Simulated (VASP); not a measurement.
Here is a VASP 6.6.1 calculation.

File INCAR:

```
  PREC = Normal
  ENCUT = 520
  EDIFF = 1E-4
  ISMEAR = 0
  SIGMA = 0.15
  LREAL = F
  LASPH = T
  NELM = 60
  ALGO = Fast
  ISIF = 3
  LWAVE = F
  LCHARG = F
  GGA = PE
  IBRION = 2
  NSW = 24
  EDIFFG = -0.08
```

Contents of KPOINTS:

```
Automatic mesh
0
Gamma
  4 4 3
```

File POSCAR:

```
Ga2SnO
1.0
    3.6900000000      0.0000000000      0.0000000000
    0.0000000000      3.6900000000      0.0000000000
    0.0000000000      0.0000000000      5.2100000000
Ga Sn O
2 1 1
Direct
    0.5000000000      0.0000000000      0.7000000000
    0.0000000000      0.5000000000      0.3000000000
    0.0000000000      0.0000000000      0.0000000000
    0.5000000000      0.5000000000      0.5000000000
```

Potentials or basis: VASP PAW PBE potentials, release 64 (Ga_d, Sn_d, O).

Run with:

```console
$ cat potpaw_PBE.64/Ga_d/POTCAR potpaw_PBE.64/Sn_d/POTCAR potpaw_PBE.64/O/POTCAR > POTCAR
$ mpirun -np 1 vasp_std > vasp.out
```

(1) Predict the relaxed volume.

(2) What does it give for the relaxed cell?

(3) Estimate the band gap on the k mesh.

(4) What does it give for the space group after relaxing (to 0.05 Å)?

Answers

(1) 20.48 Å³/atom.

(2) a = 3.733 Å, b = 3.733 Å, c = 5.878 Å, α = 90.00°, β = 90.00°, γ = 90.00°.

(3) none (metal or under the smearing width).

(4) P-4m2 (No. 115).

Caveat: the k mesh is coarse (spacing up to 0.43 Å⁻¹), so the values aren't converged; the volume moved by over 15 % at a fixed basis, so the end points are rough.
